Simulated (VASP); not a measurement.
CsPbCl3:

```
Cs Pb Cl
1.0
     5.61857    0.00000    0.00000
     0.00000    5.61857    0.00000
     0.00000    0.00000    5.61857
Cs Pb Cl
1 1 3
Direct
  0.00000 0.00000 0.00000
  0.50000 0.50000 0.50000
  0.50000 0.50000 0.00000
  0.00000 0.50000 0.50000
  0.50000 0.00000 0.50000
```

Base run:

- Program: VASP 6.6.1
- Functional: HSE06
- Potentials or basis: VASP PAW PBE potentials, release 64 (Cs_sv, Pb_d, Cl)
- Cutoff: 520 eV
- k mesh: 4 × 4 × 4
- Occupations: gaussian, width 0.03 eV
- Spin: no spin polarisation

Its results: band gap on the k mesh 2.66 eV, direct; pressure 1.2 GPa.

Question: The run is repeated on the same cell with these changes: functional from HSE06 to PBE-EpsX. What comes out?

Answer: Band gap on the k mesh 3.29 eV, direct; pressure 1.1 GPa.

Caveats: the PAW data sets were made with another functional, which shifts forces and pressure a little; spin-orbit coupling is left out, which as a rule narrows the gap of such compounds by several tenths of an eV.
